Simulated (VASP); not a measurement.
# Energy against moment in zigzag Ti chain, bond 2.395 A, part 3 of 5

What does it cost to change the moment of zigzag Ti chain, bond 2.395 A?

VASP 6.6.1, plane waves and PAW; the level of theory is named at each step.

Still holding for the runs below: A U on the itinerant d states of such a compound is hard to justify; it moves the bands at the Fermi level and favours large moments.

So far. Step 3 (Fixed spin moment, fixed moment 0): Energy at zero smearing: -1.96243 eV.

## 4. Fixed spin moment, fixed moment 1.25

Level of this step: PBE, DFT+U (Ti d 5 eV), spin-polarised, total moment fixed; plane waves and PAW (Ti) (VASP).

Input file INCAR:

```
SYSTEM = Ti
PREC = Normal
ENCUT = 350
EDIFF = 1E-06
NELM = 150
ISMEAR = 1
SIGMA = 0.1
LREAL = .FALSE.
ALGO = Normal
GGA = PE
NBANDS = 11
ISPIN = 2
MAGMOM = 0.62 0.62
LDAU = .TRUE.
LDAUTYPE = 2
LDAUL = 2
LDAUU = 5
LDAUJ = 0
LDAUPRINT = 1
LASPH = .TRUE.
LMAXMIX = 4
LORBIT = 11
LWAVE = .FALSE.
LCHARG = .FALSE.
KPAR = 2
AMIX = 0.2
BMIX = 1E-04
AMIX_MAG = 0.8
BMIX_MAG = 1E-04
NUPDOWN = 1.25
```

Input file POSCAR:

```
Ti
1.0
   12.0000000000      0.0000000000      0.0000000000
    0.0000000000     12.0000000000      0.0000000000
    0.0000000000      0.0000000000      2.8740000000
Ti
2
Direct
    0.4201666667      0.5000000000      0.0000000000
    0.5798333333      0.5000000000      0.5000000000
```

Input file KPOINTS:

```
Automatic mesh
0
Gamma
1 1 21
0 0 0
```

PAW data sets: Ti (PBE family, release 64).

The run is started by

```bash
$ mpirun -np 2 vasp_std
```

What it wrote:

```text
[... set-up lines as in an earlier step ...]
 entering main loop
       N       E                     dE             d eps       ncg     rms          rms(c)
DAV:   1     0.241219150570E+02    0.24122E+02   -0.14769E+03   484   0.299E+02
DAV:   2    -0.132397092508E+01   -0.25446E+02   -0.21668E+02   663   0.614E+01
DAV:   3    -0.345069051913E+01   -0.21267E+01   -0.20623E+01   699   0.204E+01
DAV:   4    -0.351054582369E+01   -0.59855E-01   -0.59447E-01   720   0.364E+00
DAV:   5    -0.351110782513E+01   -0.56200E-03   -0.56136E-03   733   0.285E-01    0.107E+01
DAV:   6    -0.245295927440E+01    0.10581E+01   -0.10339E+00   532   0.709E+00    0.679E+00
DAV:   7    -0.180083204685E+01    0.65213E+00   -0.35808E+00   576   0.119E+01    0.175E+00
DAV:   8    -0.184280291259E+01   -0.41971E-01   -0.19609E-01   689   0.164E+00    0.156E+00
DAV:   9    -0.197630813520E+01   -0.13351E+00   -0.74090E-01   659   0.254E+00    0.131E+00
DAV:  10    -0.213582068629E+01   -0.15951E+00   -0.60374E-01   675   0.244E+00    0.102E+00
DAV:  11    -0.228672410135E+01   -0.15090E+00   -0.41899E-01   637   0.226E+00    0.733E-01
DAV:  12    -0.237441728226E+01   -0.87693E-01   -0.45251E-01   633   0.272E+00    0.495E-01
DAV:  13    -0.239064588333E+01   -0.16229E-01   -0.39657E-02   598   0.961E-01    0.403E-01
DAV:  14    -0.240439938969E+01   -0.13754E-01   -0.26508E-02   676   0.571E-01    0.277E-01
DAV:  15    -0.241306670998E+01   -0.86673E-02   -0.16584E-02   691   0.520E-01    0.187E-01
DAV:  16    -0.241807092265E+01   -0.50042E-02   -0.14534E-02   681   0.437E-01    0.133E-01
DAV:  17    -0.242022194711E+01   -0.21510E-02   -0.74789E-03   717   0.339E-01    0.119E-01
DAV:  18    -0.242047160963E+01   -0.24966E-03   -0.18387E-04   557   0.859E-02    0.120E-01
DAV:  19    -0.241990365564E+01    0.56795E-03   -0.29675E-04   684   0.824E-02    0.121E-01
DAV:  20    -0.241944521283E+01    0.45844E-03   -0.43724E-04   684   0.909E-02    0.121E-01
DAV:  21    -0.241679337286E+01    0.26518E-02   -0.10036E-02   696   0.391E-01    0.136E-01
DAV:  22    -0.241504889231E+01    0.17445E-02   -0.17329E-03   681   0.170E-01    0.187E-01
DAV:  23    -0.241971230114E+01   -0.46634E-02   -0.19043E-02   682   0.558E-01    0.117E-01
DAV:  24    -0.242210484807E+01   -0.23925E-02   -0.66445E-03   689   0.349E-01    0.118E-01
DAV:  25    -0.242373729706E+01   -0.16324E-02   -0.29397E-03   680   0.217E-01    0.963E-02
DAV:  26    -0.242347879004E+01    0.25851E-03   -0.12019E-04   569   0.686E-02    0.104E-01
DAV:  27    -0.242356150994E+01   -0.82720E-04   -0.62728E-06   635   0.115E-02    0.103E-01
DAV:  28    -0.242475647207E+01   -0.11950E-02   -0.29959E-03   664   0.211E-01    0.470E-02
DAV:  29    -0.242531377188E+01   -0.55730E-03   -0.38787E-03   689   0.236E-01    0.315E-02
DAV:  30    -0.242550838182E+01   -0.19461E-03   -0.41614E-04   684   0.803E-02    0.451E-02
[...]
DAV:  46    -0.242547806436E+01   -0.16879E-03   -0.28465E-04   687   0.657E-02    0.446E-02
DAV:  47    -0.242573294140E+01   -0.25488E-03   -0.33756E-04   689   0.724E-02    0.632E-02
DAV:  48    -0.242589894294E+01   -0.16600E-03   -0.95891E-05   677   0.389E-02    0.749E-02
DAV:  49    -0.242592832104E+01   -0.29378E-04   -0.53043E-06   556   0.123E-02    0.774E-02
DAV:  50    -0.242592243953E+01    0.58815E-05   -0.37967E-07   344   0.481E-03    0.769E-02
DAV:  51    -0.242582277077E+01    0.99669E-04   -0.28400E-05   655   0.225E-02    0.701E-02
DAV:  52    -0.242554370681E+01    0.27906E-03   -0.33290E-04   689   0.751E-02    0.494E-02
DAV:  53    -0.242538732740E+01    0.15638E-03   -0.19081E-04   657   0.554E-02    0.386E-02
DAV:  54    -0.242526422127E+01    0.12311E-03   -0.20382E-04   692   0.562E-02    0.310E-02
DAV:  55    -0.242520482890E+01    0.59392E-04   -0.76217E-05   660   0.346E-02    0.291E-02
DAV:  56    -0.242523841308E+01   -0.33584E-04   -0.18198E-05   625   0.214E-02    0.298E-02
DAV:  57    -0.242523862566E+01   -0.21258E-06   -0.45280E-07   303   0.398E-03
   1 F= -.24252386E+01 E0= -.24245687E+01  d E =-.200993E-02  mag=     1.2500
```

The job ended after 1.8 min (2 MPI ranks of AMD EPYC 7R43, shared host; peak memory 0.49 GiB; 3.5 min of CPU time).

From OUTCAR (step 4):

```text
 Found     11 irreducible k-points:

   NELECT =       8.0000    total number of electrons

atom =   1  type =  1  l = 2

 onsite density matrix

spin component  1

  0.1103  0.0000  0.0000  0.0000  0.0000
  0.0000  0.5488  0.0000  0.0000  0.0000
  0.0000  0.0000  0.1080  0.0000 -0.0534
  0.0000  0.0000  0.0000  0.6933  0.0000
  0.0000  0.0000 -0.0534  0.0000  0.0594

spin component  2

  0.1996  0.0000  0.0000  0.0000  0.0000
  0.0000  0.0654  0.0000  0.0000  0.0000
  0.0000  0.0000  0.3147  0.0000 -0.1819
  0.0000  0.0000  0.0000  0.0743  0.0000
  0.0000  0.0000 -0.1819  0.0000  0.1243

 occupancies and eigenvectors

  o =  0.0142  v =  0.0000  0.0000  0.0000  0.0000  0.0000  0.0000  0.0000 -0.5178  0.0000 -0.8555      0.0000  0.0000  0.0000  0.0000  0.0000  0.0000  0.0000  0.0000  0.0000  0.0000
  o =  0.0250  v =  0.0000  0.0000 -0.5414  0.0000 -0.8407  0.0000  0.0000  0.0000  0.0000  0.0000      0.0000  0.0000  0.0000  0.0000  0.0000  0.0000  0.0000  0.0000  0.0000  0.0000
  o =  0.0654  v =  0.0000  0.0000  0.0000  0.0000  0.0000  0.0000  1.0000  0.0000  0.0000  0.0000      0.0000  0.0000  0.0000  0.0000  0.0000  0.0000  0.0000  0.0000  0.0000  0.0000
  o =  0.0743  v =  0.0000  0.0000  0.0000  0.0000  0.0000  0.0000  0.0000  0.0000  1.0000  0.0000      0.0000  0.0000  0.0000  0.0000  0.0000  0.0000  0.0000  0.0000  0.0000  0.0000
  o =  0.1103  v =  1.0000  0.0000  0.0000  0.0000  0.0000  0.0000  0.0000  0.0000  0.0000  0.0000      0.0000  0.0000  0.0000  0.0000  0.0000  0.0000  0.0000  0.0000  0.0000  0.0000
  o =  0.1423  v =  0.0000  0.0000 -0.8407  0.0000  0.5414  0.0000  0.0000  0.0000  0.0000  0.0000      0.0000  0.0000  0.0000  0.0000  0.0000  0.0000  0.0000  0.0000  0.0000  0.0000
  o =  0.1996  v =  0.0000  0.0000  0.0000  0.0000  0.0000  1.0000  0.0000  0.0000  0.0000  0.0000      0.0000  0.0000  0.0000  0.0000  0.0000  0.0000  0.0000  0.0000  0.0000  0.0000
  o =  0.4249  v =  0.0000  0.0000  0.0000  0.0000  0.0000  0.0000  0.0000 -0.8555  0.0000  0.5178      0.0000  0.0000  0.0000  0.0000  0.0000  0.0000  0.0000  0.0000  0.0000  0.0000
  o =  0.5488  v =  0.0000  1.0000  0.0000  0.0000  0.0000  0.0000  0.0000  0.0000  0.0000  0.0000      0.0000  0.0000  0.0000  0.0000  0.0000  0.0000  0.0000  0.0000  0.0000  0.0000
  o =  0.6933  v =  0.0000  0.0000  0.0000  1.0000  0.0000  0.0000  0.0000  0.0000  0.0000  0.0000      0.0000  0.0000  0.0000  0.0000  0.0000  0.0000  0.0000  0.0000  0.0000  0.0000

atom =   2  type =  1  l = 2

 onsite density matrix

spin component  1

spin component  2

 occupancies and eigenvectors

  o =  0.0142  v =  0.0000  0.0000  0.0000  0.0000  0.0000  0.0000  0.0000 -0.5178  0.0000 -0.8555      0.0000  0.0000  0.0000  0.0000  0.0000  0.0000  0.0000  0.0000  0.0000  0.0000
  o =  0.0250  v =  0.0000  0.0000 -0.5414 -0.0000 -0.8407  0.0000  0.0000  0.0000  0.0000  0.0000      0.0000  0.0000  0.0000  0.0000  0.0000  0.0000  0.0000  0.0000  0.0000  0.0000
  o =  0.0654  v =  0.0000  0.0000  0.0000  0.0000  0.0000  0.0000  1.0000  0.0000  0.0000  0.0000      0.0000  0.0000  0.0000  0.0000  0.0000  0.0000  0.0000  0.0000  0.0000  0.0000
  o =  0.0743  v =  0.0000  0.0000  0.0000  0.0000  0.0000  0.0000  0.0000  0.0000  1.0000  0.0000      0.0000  0.0000  0.0000  0.0000  0.0000  0.0000  0.0000  0.0000  0.0000  0.0000
  o =  0.1103  v =  1.0000  0.0000  0.0000  0.0000  0.0000  0.0000  0.0000  0.0000  0.0000  0.0000      0.0000  0.0000  0.0000  0.0000  0.0000  0.0000  0.0000  0.0000  0.0000  0.0000
  o =  0.1423  v =  0.0000  0.0000 -0.8407  0.0000  0.5414  0.0000  0.0000  0.0000  0.0000  0.0000      0.0000  0.0000  0.0000  0.0000  0.0000  0.0000  0.0000  0.0000  0.0000  0.0000
  o =  0.1996  v =  0.0000  0.0000  0.0000  0.0000  0.0000  1.0000  0.0000  0.0000  0.0000  0.0000      0.0000  0.0000  0.0000  0.0000  0.0000  0.0000  0.0000  0.0000  0.0000  0.0000
  o =  0.4249  v =  0.0000  0.0000  0.0000  0.0000  0.0000  0.0000  0.0000 -0.8555  0.0000  0.5178      0.0000  0.0000  0.0000  0.0000  0.0000  0.0000  0.0000  0.0000  0.0000  0.0000
  o =  0.5488  v =  0.0000  1.0000  0.0000  0.0000  0.0000  0.0000  0.0000  0.0000  0.0000  0.0000      0.0000  0.0000  0.0000  0.0000  0.0000  0.0000  0.0000  0.0000  0.0000  0.0000
  o =  0.6933  v =  0.0000  0.0000  0.0000  1.0000 -0.0000  0.0000  0.0000  0.0000  0.0000  0.0000      0.0000  0.0000  0.0000  0.0000  0.0000  0.0000  0.0000  0.0000  0.0000  0.0000

 E-fermi :  -2.6726

 spin component 1
 k-point     1 :       0.0000    0.0000    0.0000
  band No.  band energies     occupation
      1      -6.3736      1.00000
      2      -4.8399      1.00000
      3      -4.4666      1.00000
      4      -3.1940      0.79138
      5      -2.8003     -0.00000
      6      -2.4264     -0.00000
      7      -2.1972     -0.00000
      8      -1.8305     -0.00000
      9      -1.8040     -0.00000
    ...

 k-point     2 :       0.0000    0.0000    0.0476
  band No.  band energies     occupation
      1      -6.3214      1.00000
      2      -4.8933      1.00000
      3      -4.3966      1.00000
      4      -3.2523      1.01967
      5      -2.8847     -0.00041
      6      -2.3686     -0.00000
      7      -2.1733     -0.00000
      8      -1.8831     -0.00000
      9      -1.6646     -0.00000
    ...

 k-point     3 :       0.0000    0.0000    0.0952
  band No.  band energies     occupation
      1      -6.1669      1.00000
      2      -5.0140      1.00000
      3      -4.2169      1.00000
      4      -3.4060      1.00120
      5      -3.0919      0.05886
      6      -2.2048     -0.00000
      7      -2.1267     -0.00000
      8      -1.8977     -0.00000
      9      -1.8691     -0.00000
    ...

 k-point     4 :       0.0000    0.0000    0.1429
  band No.  band energies     occupation
      1      -5.9160      1.00000
      2      -5.1596      1.00000
      3      -3.9508      1.00000
      4      -3.6148      1.00000
      5      -3.3545      1.00862
      6      -2.3992     -0.00000
      7      -1.9566     -0.00000
      8      -1.9285     -0.00000
      9      -1.7943     -0.00000
     10      -1.1419      0.00000
    ...

  Total        6.1805989      0.0387674      4.9331212      0.0000000      0.0000000      0.0000000
  in kB       23.9272005      0.1500816     19.0977900      0.0000000      0.0000000      0.0000000
  external PRESSURE =      14.3916907 kB  Pullay stress =       0.0000000 kB

 POSITION                                       TOTAL-FORCE (eV/Angst)
 -----------------------------------------------------------------------------------
      5.04200      6.00000      0.00000        -3.175326      0.000000      0.000000
      6.95800      6.00000      1.43700         3.175326      0.000000      0.000000
 -----------------------------------------------------------------------------------
    total drift:                                0.000000     -0.000000      0.000000

  FREE ENERGIE OF THE ION-ELECTRON SYSTEM (eV)
  ---------------------------------------------------
  free  energy   TOTEN  =        -2.4252386257 eV

  energy  without entropy=       -2.4232286999  energy(sigma->0) =       -2.42456865

 total charge
# of ion       s       p       d       tot
------------------------------------------
    1        0.595   0.424   2.280   3.299
    2        0.595   0.424   2.280   3.299
--------------------------------------------------
tot          1.190   0.847   4.559   6.597

 magnetization (x)
# of ion       s       p       d       tot
------------------------------------------
    1       -0.011  -0.026   0.739   0.702
    2       -0.011  -0.026   0.739   0.702
--------------------------------------------------
tot         -0.023  -0.053   1.479   1.403

[... 9 parts as in an earlier step ...]

[... 9 further parts left out ...]
```

Numbers from this step:

* electronic cycles: 57
* free energy (TOTEN): -2.425 eV
* energy at zero smearing: -2.425 eV
* moment of the cell, from the last line of the log: 1.25 μB

Spin moment in the PAW sphere by atom:

```
atom  spin moment in the PAW sphere (μB)
 Ti1                               0.702
 Ti2                               0.702
```

Force by atom:

```
atom  x (eV/Å)  y (eV/Å)  z (eV/Å)  size
 Ti1     -3.18      0.00      0.00  3.18
 Ti2      3.18      0.00      0.00  3.18
```

Energy at zero smearing: -2.42457 eV.

## 5. Fixed spin moment, fixed moment 2.5

Edit INCAR of step 4 so:

```diff
@@ -12,3 +12,3 @@
 ISPIN = 2
-MAGMOM = 0.62 0.62
+MAGMOM = 1.25 1.25
 LDAU = .TRUE.
@@ -29,2 +29,2 @@
 BMIX_MAG = 1E-04
-NUPDOWN = 1.25
+NUPDOWN = 2.5
```

POSCAR is that of step 4.

KPOINTS is that of step 4.

The run is started by

```bash
$ mpirun -np 2 vasp_std
```

What it wrote:

```text
[... set-up lines as in an earlier step ...]
 entering main loop
       N       E                     dE             d eps       ncg     rms          rms(c)
DAV:   1     0.245922393546E+02    0.24592E+02   -0.15066E+03   484   0.302E+02
DAV:   2    -0.117173676117E+01   -0.25764E+02   -0.22347E+02   685   0.630E+01
DAV:   3    -0.332443620703E+01   -0.21527E+01   -0.19940E+01   674   0.205E+01
DAV:   4    -0.340672584473E+01   -0.82290E-01   -0.81082E-01   739   0.410E+00
[...]
DAV:   8    -0.227025089149E+01   -0.56362E-01   -0.40463E-01   659   0.274E+00    0.136E+00
DAV:   9    -0.233899678617E+01   -0.68746E-01   -0.23934E-01   693   0.184E+00    0.981E-01
DAV:  10    -0.241080267338E+01   -0.71806E-01   -0.39421E-01   639   0.232E+00    0.687E-01
[... 130 further cycles ...]
DAV: 141    -0.249349048656E+01   -0.28518E-01   -0.81497E-02   675   0.117E+00    0.328E-01
DAV: 142    -0.249469345423E+01   -0.12030E-02   -0.22732E-03   548   0.291E-01    0.335E-01
DAV: 143    -0.248975955209E+01    0.49339E-02   -0.39365E-03   647   0.227E-01    0.340E-01
DAV: 144    -0.248955939897E+01    0.20015E-03   -0.50561E-05   528   0.533E-02    0.338E-01
[...]
DAV: 148    -0.249199291919E+01    0.47166E-02   -0.30159E-03   643   0.187E-01    0.333E-01
DAV: 149    -0.249267401677E+01   -0.68110E-03   -0.65775E-04   606   0.102E-01    0.335E-01
DAV: 150    -0.249034877230E+01    0.23252E-02   -0.48929E-04   648   0.973E-02
 -----------------------------------------------------------------------------
|                                                                             |
|           W    W    AA    RRRRR   N    N  II  N    N   GGGG   !!!           |
|           W    W   A  A   R    R  NN   N  II  NN   N  G    G  !!!           |
|           W    W  A    A  R    R  N N  N  II  N N  N  G       !!!           |
|           W WW W  AAAAAA  RRRRR   N  N N  II  N  N N  G  GGG   !            |
|           WW  WW  A    A  R   R   N   NN  II  N   NN  G    G                |
|           W    W  A    A  R    R  N    N  II  N    N   GGGG   !!!           |
|                                                                             |
|     The electronic self-consistency was not achieved in the given           |
|     number of steps (NELM). The forces and other quantities evaluated       |
|     might not be reliable so examine the results carefully. If you find     |
|     spurious results, we suggest increasing NELM, if you were close to      |
|     convergence or switching to a different ALGO or adjusting the           |
|     density mixing parameters otherwise.                                    |
|                                                                             |
 -----------------------------------------------------------------------------

   1 F= -.24903488E+01 E0= -.24909703E+01  d E =0.186460E-02  mag=     2.5000
```

It took 5.5 min on 2 MPI ranks; peak memory 0.49 GiB.

From OUTCAR (step 5):

```text
atom =   1  type =  1  l = 2

 onsite density matrix

spin component  1

  0.1409  0.0000  0.0000  0.0000  0.0000
  0.0000  0.5112  0.0000  0.0000  0.0000
  0.0000  0.0000  0.1655  0.0000 -0.0138
  0.0000  0.0000  0.0000  0.7180  0.0000
  0.0000  0.0000 -0.0138  0.0000  0.2295

spin component  2

  0.0393  0.0000  0.0000  0.0000  0.0000
  0.0000  0.0035  0.0000  0.0000  0.0000
  0.0000  0.0000  0.3191  0.0000 -0.1805
  0.0000  0.0000  0.0000  0.0628  0.0000
  0.0000  0.0000 -0.1805  0.0000  0.1199

 occupancies and eigenvectors

  o =  0.0035  v =  0.0000  0.0000  0.0000  0.0000  0.0000  0.0000  1.0000  0.0000  0.0000  0.0000      0.0000  0.0000  0.0000  0.0000  0.0000  0.0000  0.0000  0.0000  0.0000  0.0000
  o =  0.0134  v =  0.0000  0.0000  0.0000  0.0000  0.0000  0.0000  0.0000 -0.5084  0.0000 -0.8611      0.0000  0.0000  0.0000  0.0000  0.0000  0.0000  0.0000  0.0000  0.0000  0.0000
  o =  0.0393  v =  0.0000  0.0000  0.0000  0.0000  0.0000  1.0000  0.0000  0.0000  0.0000  0.0000      0.0000  0.0000  0.0000  0.0000  0.0000  0.0000  0.0000  0.0000  0.0000  0.0000
  o =  0.0628  v =  0.0000  0.0000  0.0000  0.0000  0.0000  0.0000  0.0000  0.0000  1.0000  0.0000      0.0000  0.0000  0.0000  0.0000  0.0000  0.0000  0.0000  0.0000  0.0000  0.0000
  o =  0.1409  v =  1.0000  0.0000  0.0000  0.0000  0.0000  0.0000  0.0000  0.0000  0.0000  0.0000      0.0000  0.0000  0.0000  0.0000  0.0000  0.0000  0.0000  0.0000  0.0000  0.0000
  o =  0.1626  v =  0.0000  0.0000 -0.9793  0.0000 -0.2024  0.0000  0.0000  0.0000  0.0000  0.0000      0.0000  0.0000  0.0000  0.0000  0.0000  0.0000  0.0000  0.0000  0.0000  0.0000
  o =  0.2324  v =  0.0000  0.0000 -0.2024  0.0000  0.9793  0.0000  0.0000  0.0000  0.0000  0.0000      0.0000  0.0000  0.0000  0.0000  0.0000  0.0000  0.0000  0.0000  0.0000  0.0000
  o =  0.4256  v =  0.0000  0.0000  0.0000  0.0000  0.0000  0.0000  0.0000 -0.8611  0.0000  0.5084      0.0000  0.0000  0.0000  0.0000  0.0000  0.0000  0.0000  0.0000  0.0000  0.0000
  o =  0.5112  v =  0.0000  1.0000  0.0000  0.0000  0.0000  0.0000  0.0000  0.0000  0.0000  0.0000      0.0000  0.0000  0.0000  0.0000  0.0000  0.0000  0.0000  0.0000  0.0000  0.0000
  o =  0.7180  v =  0.0000  0.0000  0.0000  1.0000  0.0000  0.0000  0.0000  0.0000  0.0000  0.0000      0.0000  0.0000  0.0000  0.0000  0.0000  0.0000  0.0000  0.0000  0.0000  0.0000

atom =   2  type =  1  l = 2

 onsite density matrix

spin component  1

spin component  2

 occupancies and eigenvectors

 spin component 1
 k-point     1 :       0.0000    0.0000    0.0000
  band No.  band energies     occupation
      1      -6.7162      1.00000
      2      -5.1589      1.00000
      3      -4.7808      1.00000
      4      -3.7104      1.00000
      5      -3.2342      1.01812
      6      -2.8016     -0.00068
      7      -2.6503     -0.00000
      8      -2.0553     -0.00000
      9      -1.8066     -0.00000
     10      -1.7556     -0.00000
    ...

 k-point     2 :       0.0000    0.0000    0.0476
  band No.  band energies     occupation
      1      -6.6642      1.00000
      2      -5.2055      1.00000
      3      -4.7200      1.00000
      4      -3.7423      1.00000
      5      -3.2133      1.02761
      6      -2.8977     -0.02053
      7      -2.5905     -0.00000
      8      -2.0794     -0.00000
      9      -1.7668     -0.00000
     10      -1.6662     -0.00000
    ...

  Total        6.0503758      0.0181755      5.7449388      0.0000000      0.0000000      0.0000000
  in kB       23.4230625      0.0703636     22.2406122      0.0000000      0.0000000      0.0000000
  external PRESSURE =      15.2446794 kB  Pullay stress =       0.0000000 kB

 POSITION                                       TOTAL-FORCE (eV/Angst)
 -----------------------------------------------------------------------------------
      5.04200      6.00000      0.00000        -3.025633      0.000000      0.000000
      6.95800      6.00000      1.43700         3.025633      0.000000      0.000000
 -----------------------------------------------------------------------------------
    total drift:                                0.000000     -0.000000     -0.000000

  FREE ENERGIE OF THE ION-ELECTRON SYSTEM (eV)
  ---------------------------------------------------
  free  energy   TOTEN  =        -2.4903487723 eV

  energy  without entropy=       -2.4922133674  energy(sigma->0) =       -2.49097030

 magnetization (x)
# of ion       s       p       d       tot
------------------------------------------
    1       -0.000   0.029   1.219   1.248
    2       -0.000   0.029   1.219   1.248
--------------------------------------------------
tot         -0.001   0.058   2.439   2.496

[... 9 parts as in an earlier step ...]

[... 15 further parts left out ...]
[key lines of the parts left out:]
E-fermi :  -2.7193
```

The electronic loop did not meet EDIFF within NELM cycles, so this run is left out of the comparison.

(Continued in part 4 of 5.)

[Lines on the potential files, build, host, timing and source positions are cut from VASP's logs without a mark.]

[Logs are printed without paths, hosts, clocks, repeated set-up lines and the standing remarks that a program may print on its own settings, such as how far it seeks lower states.]

[Hosts, paths, dates, database ids (printed as entryN), source tags and the programs' standing remarks are cut or masked in the printed files.]

[In band tables of VASP the shares of atoms and orbitals are scaled to a sum of 1 inside the atoms' spheres.]

[Runs that stopped without an error message from VASP are left out.]
